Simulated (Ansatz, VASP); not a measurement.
## One calculation of Ca2W, two programs

File INCAR:

```
SYSTEM = Ca2W
PREC     = Accurate       ! precision mode
ENCUT    = 520            ! plane-wave cutoff, eV
EDIFF    = 1E-6           ! SCF threshold, eV
ISMEAR   = 0              ! smearing method
SIGMA    = 0.1            ! smearing width, eV
LREAL    = .FALSE.        ! projectors in reciprocal space
LASPH    = .TRUE.         ! aspherical terms in the spheres
NELM     = 80             ! most SCF steps
ALGO     = Fast           ! electronic algorithm
ISIF     = 2              ! what is computed and relaxed
LWAVE    = .FALSE.        ! write WAVECAR
LCHARG   = .TRUE.         ! write CHGCAR
GGA      = PE             ! functional
LELF     = .TRUE.         ! ELF
LVHAR    = .TRUE.       
NBANDS   = 24             ! bands
```

File KPOINTS:

```
regular mesh
0
G
  4 4 4
  0 0 0
```

File POSCAR:

```
Ca2W
1.0
    4.0649673500      0.0000000000      0.0000000000
    0.0000000000      4.0649673500      0.0000000000
    0.0000000000      0.0000000000      4.7270296200
Ca W
2 1
Direct
    0.0000000000      0.0000000000      0.5000000000
    0.5000000000      0.5000000000      0.0000000000
    0.5000000000      0.5000000000      0.5000000000
```

Input for Ansatz:

```yaml
crystal:
  lattice:
    - [4.06496735, 0.0, 0.0]
    - [0.0, 4.06496735, 0.0]
    - [0.0, 0.0, 4.72702962]
  atoms:
    - { symbol: Ca, position: [0.0, 0.0, 0.5] }
    - { symbol: Ca, position: [0.5, 0.5, 0.0] }
    - { symbol: W, position: [0.5, 0.5, 0.5] }
basis:
  ecutwfc: 420
kpoints:
  mp_grid: { grid: [4, 4, 4] }
hamiltonian:
  xc: pbe
scf:
  occupations: { method: gaussian, width: 0.1 }
  lower_state_search: "off"
output:
  forces: true
  stress: true
  eigenvalues: true
```

Alike in both runs: task single point; functional PBE; k mesh 4 × 4 × 4; occupations gaussian, width 0.1 eV; no spin polarisation.

|  | VASP | Ansatz |
| --- | --- | --- |
| version | VASP 6.6.1 | Ansatz 0.2.0 |
| potentials or method | VASP PAW PBE potentials, release 64 (Ca_sv, W_sv) | scalar-relativistic, plane waves, PAW |
| plane-wave cutoff (eV) | 520 | 420 |
| valence electrons in the cell | 34 | 34 |

|  | VASP | Ansatz | Ansatz less VASP |
| --- | --- | --- | --- |
| gap on the k mesh at the Fermi level (eV) | none | none | - |
| pressure (GPa) | 12.0 | 11.5 | -0.47 |
| largest component of the traceless stress (GPa) | 16.88 | 16.13 | -0.749 |

A gap of «none» marks a metal or a gap that the smearing closes.

Caveats: the k mesh is coarse (spacing up to 0.39 Å⁻¹), so the values aren't converged. The runs have no spin-orbit coupling, so splittings on W are missing.
